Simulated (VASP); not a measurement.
Level of theory: r2SCAN meta-GGA, VASP's PBE PAW potentials (set 64) (plane waves; VASP 6.6.1).

Input for VASP

File KPOINTS:
```
Automatic mesh
0
Gamma
8 8 8
0 0 0
```

**POSCAR**
```
Al2Cu
1
   -3.0063835761     3.0063835761     2.3792794984
    3.0063835761    -3.0063835761     2.3792794984
    3.0063835761     3.0063835761    -2.3792794984
Al Cu
4 2
Direct
  0.6580314160   0.1580314160   0.8160628320
  0.1580314160   0.3419685840   0.5000000000
  0.8419685840   0.6580314160   0.5000000000
  0.3419685840   0.8419685840   0.1839371680
  0.7500000000   0.7500000000   0.0000000000
  0.2500000000   0.2500000000   0.0000000000
```

**INCAR**
```
SYSTEM = Al2Cu
PREC = Accurate
ENCUT = 400
EDIFF = 1E-6
NELM = 100
ALGO = Normal
LREAL = .FALSE.
LASPH = .TRUE.
ISMEAR = 1
SIGMA = 0.1
METAGGA = R2SCAN
LMIXTAU = .TRUE.
LMAXMIX = 4
LWAVE = .FALSE.
LCHARG = .FALSE.
IBRION = 2
ISIF = 3
NSW = 60
EDIFFG = -0.02
```

POTCAR, in this order: Al Cu (PBE.64 set). Program: vasp_std.

Output of the run:

**OSZICAR**
```
       N       E                     dE             d eps       ncg     rms          rms(c)
DAV:   1     0.151707564168E+03    0.15171E+03   -0.12342E+04  2478   0.156E+03
DAV:   2    -0.470023704634E+02   -0.19871E+03   -0.19242E+03  2478   0.322E+02
DAV:   3    -0.572623696668E+02   -0.10260E+02   -0.98118E+01  3355   0.995E+01
DAV:   4    -0.575236312274E+02   -0.26126E+00   -0.26048E+00  3804   0.140E+01
DAV:   5    -0.575273253142E+02   -0.36941E-02   -0.36933E-02  3549   0.163E+00    0.201E+01
DAV:   6    -0.569497694738E+02    0.57756E+00   -0.13319E+02  3013   0.316E+02    0.168E+01
DAV:   7    -0.497869676151E+02    0.71628E+01   -0.28810E+01  3164   0.133E+02    0.387E+00
DAV:   8    -0.495791924500E+02    0.20778E+00   -0.48289E+00  3860   0.481E+01    0.236E+00
DAV:   9    -0.495120151593E+02    0.67177E-01   -0.31369E-01  3932   0.107E+01    0.150E+00
DAV:  10    -0.495469933739E+02   -0.34978E-01   -0.31892E-02  3918   0.251E+00    0.106E+00
DAV:  11    -0.495223477982E+02    0.24646E-01   -0.38021E-02  3913   0.480E+00    0.398E-01
DAV:  12    -0.495293469303E+02   -0.69991E-02   -0.20185E-02  3809   0.304E+00    0.113E-01
DAV:  13    -0.495294713107E+02   -0.12438E-03   -0.65904E-04  3618   0.306E-01    0.346E-02
DAV:  14    -0.495294665518E+02    0.47589E-05   -0.38213E-05  4011   0.122E-01    0.111E-02
DAV:  15    -0.495294501511E+02    0.16401E-04   -0.20746E-05  3013   0.538E-02    0.543E-03
DAV:  16    -0.495294590850E+02   -0.89338E-05   -0.40526E-06  2630   0.447E-02    0.401E-03
DAV:  17    -0.495294592122E+02   -0.12721E-06   -0.56407E-07  1599   0.801E-03
   1 F= -.49529459E+02 E0= -.49528968E+02  d E =-.495295E+02
       N       E                     dE             d eps       ncg     rms          rms(c)
DAV:   1    -0.495295681296E+02   -0.10904E-03   -0.13196E-03  3573   0.626E-01    0.573E-02
DAV:   2    -0.495295593590E+02    0.87707E-05   -0.72735E-04  3645   0.771E-01    0.402E-02
DAV:   3    -0.495295235019E+02    0.35857E-04   -0.21686E-04  3527   0.430E-01    0.101E-02
DAV:   4    -0.495295226378E+02    0.86405E-06   -0.79045E-06  2850   0.209E-02
   2 F= -.49529523E+02 E0= -.49529025E+02  d E =-.634257E-04
```

### OUTCAR
```
------------------------ aborting loop because EDIFF is reached ----------------------------------------
  FORCE on cell =-STRESS in cart. coord.  units (eV):
  Direction    XX          YY          ZZ          XY          YZ          ZX
  --------------------------------------------------------------------------------------
  Total       -0.0090124     -0.0090124      0.0214327      0.0000000      0.0000000      0.0000000
  in kB       -0.1679092     -0.1679092      0.3993108      0.0000000      0.0000000      0.0000000
  external PRESSURE =       0.0211641 kB  Pullay stress =       0.0000000 kB
  volume of cell :       86.00
      direct lattice vectors                 reciprocal lattice vectors
    -3.006092709  3.006092709  2.379097949     0.000000000  0.166328869  0.210163688
     3.006092709 -3.006092709  2.379097949     0.166328869  0.000000000  0.210163688
     3.006092709  3.006092709 -2.379097949     0.166328869  0.166328869  0.000000000
 POSITION                                       TOTAL-FORCE (eV/Angst)
 -----------------------------------------------------------------------------------
      0.95087      3.95696      0.00000         0.008932      0.008932     -0.000000
      2.05522      0.95087      0.00000        -0.008932      0.008932     -0.000000
      0.95087      2.05522      2.37910         0.008932     -0.008932      0.000000
      2.05522     -0.95087      2.37910        -0.008932     -0.008932      0.000000
      0.00000      0.00000      3.56865         0.000000      0.000000     -0.000000
      0.00000      0.00000      1.18955        -0.000000      0.000000     -0.000000
 -----------------------------------------------------------------------------------
    total drift:                               -0.000000     -0.000000     -0.000000
  FREE ENERGIE OF THE ION-ELECTRON SYSTEM (eV)
  ---------------------------------------------------
  free  energy   TOTEN  =       -49.5295226378 eV

  energy  without entropy=      -49.5280287429  energy(sigma->0) =      -49.52902467

 reached required accuracy - stopping structural energy minimisation
```
(Selected blocks of OUTCAR.)

### CONTCAR
```
Al2Cu
   1.00000000000000
    -3.0060927094333341    3.0060927094333341    2.3790979489389277
     3.0060927094333341   -3.0060927094333341    2.3790979489389277
     3.0060927094333341    3.0060927094333341   -2.3790979489389277
  Al              Cu
     4     2
Direct
     0.6581573377368284    0.1581573377368284    0.8163146754736567
     0.1581573377368284    0.3418426622631717    0.5000000000000000
     0.8418426622631716    0.6581573377368284    0.5000000000000000
     0.3418426622631717    0.8418426622631716    0.1836853245263433
     0.7500000000000000    0.7500000000000000    0.0000000000000000
     0.2500000000000000    0.2500000000000000    0.0000000000000000
```

The compound is Al2Cu in the sg140 structure. This run relaxes it. Symmetry was kept, so distortions that lower it aren't found. The start is the result of an earlier pass.
